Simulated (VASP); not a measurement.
Crystal: MoS2.

```
Mo S
1.0
     3.16900    0.00000    0.00000
    -1.58450    2.74443    0.00000
     0.00000    0.00000   12.32400
Mo S
2 4
Direct
  0.33333 0.66667 0.25000
  0.66667 0.33333 0.75000
  0.33333 0.66667 0.62300
  0.66667 0.33333 0.12300
  0.33333 0.66667 0.87700
  0.66667 0.33333 0.37700
```

| Item | Value |
| --- | --- |
| Program | VASP 6.6.1 |
| Task | relaxation of cell and atoms |
| Functional | PBE |
| Potentials or basis | VASP PAW PBE potentials, release 64 (Mo_sv, S) |
| Cutoff | 600 eV |
| k mesh | 12 × 12 × 3 |
| Occupations | gaussian, width 0.03 eV |
| Spin | no spin polarisation |

At the start: pressure 1.8 GPa; volume 17.86 Å³/atom.

**Question.** How do energy, volume and symmetry change on relaxing?

**Answer.** Over 34 steps the energy falls by 15.3 meV/atom and the volume is 21.30 Å³/atom (+19.2 %); space group P6_3/mmc (No. 194, to 0.05 Å).

Step by step:
| step | energy change (eV) | largest force (eV/Å) | pressure (GPa) | volume (Å³) |
| --- | --- | --- | --- | --- |
| 1 | 0.0000 | 0.0787 | 1.84 | 107.18 |
| 2 | -0.0015 | 0.4792 | -2.05 | 110.41 |
| 3 | -0.0099 | 0.2915 | -0.20 | 108.85 |
| 4 | -0.0225 | 0.1768 | -0.19 | 109.79 |
| 5 | -0.0311 | 0.0806 | -0.02 | 111.87 |
| 6 | -0.0372 | 0.0754 | -0.07 | 112.36 |
| 7 | -0.0525 | 0.0618 | -0.21 | 113.84 |
| 8 | -0.0728 | 0.0454 | -0.31 | 116.80 |
| 9 | -0.0894 | 0.0721 | 0.00 | 122.66 |
| 10 | -0.0910 | 0.0964 | 0.25 | 125.35 |
| 11 | -0.0851 | 0.2083 | 1.01 | 130.71 |
| 12 | -0.0030 | 0.7823 | -4.25 | 137.64 |
| 13 | -0.0890 | 0.0201 | -0.02 | 131.94 |
| 14 | -0.0890 | 0.0240 | -0.02 | 131.92 |
| 15 | -0.0880 | 0.1177 | 0.51 | 131.31 |
| 16 | -0.0890 | 0.0279 | 0.02 | 131.89 |
| 17 | -0.0891 | 0.0208 | 0.05 | 131.65 |
| 18 | -0.0893 | 0.0072 | 0.11 | 131.21 |
| 19 | -0.0894 | 0.0016 | 0.08 | 131.18 |
| 20 | -0.0896 | 0.0147 | -0.05 | 131.07 |
| 21 | -0.0897 | 0.0473 | -0.26 | 130.84 |
| 22 | -0.0898 | 0.0467 | -0.25 | 130.80 |
| 23 | -0.0899 | 0.0436 | -0.25 | 130.66 |
| 24 | -0.0902 | 0.0371 | -0.26 | 130.38 |
| 25 | -0.0907 | 0.0245 | -0.26 | 129.83 |
| 26 | -0.0912 | 0.0032 | -0.24 | 128.73 |
| 27 | -0.0915 | 0.0214 | -0.08 | 128.40 |
| 28 | -0.0916 | 0.0405 | 0.09 | 128.05 |
| 29 | -0.0917 | 0.0227 | 0.07 | 127.90 |
| 30 | -0.0918 | 0.0053 | 0.05 | 127.75 |
| 31 | -0.0918 | 0.0018 | -0.01 | 127.79 |
| 32 | -0.0918 | 0.0066 | -0.05 | 127.81 |
| 33 | -0.0918 | 0.0029 | -0.05 | 127.80 |
| 34 | -0.0918 | 0.0014 | -0.06 | 127.79 |

Final structure:
```xyz
6
Lattice="3.1852 0.0000 0.0000 -1.5926 2.7584 0.0000 0.0000 0.0000 14.5452" Properties=species:S:1:pos:R:3 pbc="T T T"
Mo    0.0000    1.8390    3.6363
Mo    1.5926    0.9195   10.9089
S     0.0000    1.8390    9.3471
S     1.5926    0.9195    2.0745
S     0.0000    1.8390   12.4707
S     1.5926    0.9195    5.1981
```

Caveat: the volume moved by over 15 % at a fixed basis, so the end points are rough; this functional lacks dispersion, which binds the layers, so the pressure and a relaxed spacing across them are unreliable, and here the layers came unbound; the volume moved by +19 % from the deposited cell, more than functionals usually miss.
